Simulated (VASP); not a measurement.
HfB$_{2}$ (AlB2 type) relaxed at rising pressure, in one space group throughout; other phases were not tried. The pressures are those reached. All values below come from LDA (Ceperley-Alder, Perdew-Zunger), VASP's LDA PAW potentials (set 64) (plane waves; VASP).

```json
[
 {"P (GPa)": "-0.11", "V (Å³/atom)": "9.539", "k-mesh": "11×11×9"},
 {"P (GPa)": "4.95", "V (Å³/atom)": "9.373", "k-mesh": "11×11×9"},
 {"P (GPa)": "10.07", "V (Å³/atom)": "9.218", "k-mesh": "11×11×9"},
 {"P (GPa)": "20.02", "V (Å³/atom)": "8.947", "k-mesh": "12×12×9"},
 {"P (GPa)": "30.00", "V (Å³/atom)": "8.711", "k-mesh": "12×12×9"}
]
```

A change of mesh leaves a small step in the series.

### Question
Fit an equation of state and predict the volume at 45.17 GPa.

### Answer
Least squares on the third-order Birch-Murnaghan form, P = (3B0/2)(y⁷ − y⁵)[1 + (3/4)(B′ − 4)(y² − 1)] with y = (V0/V)^(1/3), gives V0 = 9.536 Å³/atom, B0 = 278 GPa and B′ = 3.9, and so 8.400 Å³/atom. The run gave 8.399 Å³/atom, -0.0 % from the fit.

Pressures at which the relaxation failed are left out.

The compound is HfB2 in the AlB2 type structure.
